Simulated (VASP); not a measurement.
## InP: band gap against strain

InP (zinc blende, F-43m, 25.380 Å³/atom at rest, cube axes along x, y and z) under a strain ε along a cube axis (axis z), the other axes held. PBEsol in VASP (plane waves, PAW), 480 eV, 10×10×10 Γ-centred mesh, Gaussian smearing 0.05 eV; ions are relaxed within the symmetry of each cell. Gaps are the smallest on the run's k-mesh, which can miss an edge that lies off it, without spin-orbit coupling; in all rows the valence edge lies at Γ and the conduction edge at Γ.

Here s stands for strain and Eg for gap.

```
strain (%)  gap (eV)
----------  --------
0.00           0.570
0.50           0.535
1.00           0.500
1.50           0.465
3.00               ?
```

Problem. Using a straight line, estimate the missing Eg at s = 3.00 from the other rows, showing the fit.

Solution. Means: s 0.75000, Eg 0.5175. About the means, the sum of products is -0.087500 and the sum of squares of s is 1.2500; the slope is their ratio. Least squares gives Eg = 0.5700 - 0.07000·s. Residuals (row less fit): 0.0000, 0.0000, 0.0000, 0.0000; standard error 0.0000 (degrees of freedom: 2). Over these rows the gap moves by -7.0 ± 0.03 eV per unit strain. At the withheld row, Eg = 0.5700 - 0.07000 × 3.0 = 0.3600 eV. The calculation gives 0.359 eV, 0.0010 eV below the prediction (0.5 % of the range of Eg in the table). The row lies outside the fitted rows, so this is an extrapolation. The fitted rows scatter only by rounding.

Spin-orbit coupling is left out, which can shift this property for InP. Rows are the converged runs of the series near zero and its far end; series whose fitted rows scatter by over a few per cent of the range, as at a crossing or softening among them, aren't shown in this form. Most that stay on the fit to the last digits aren't either.
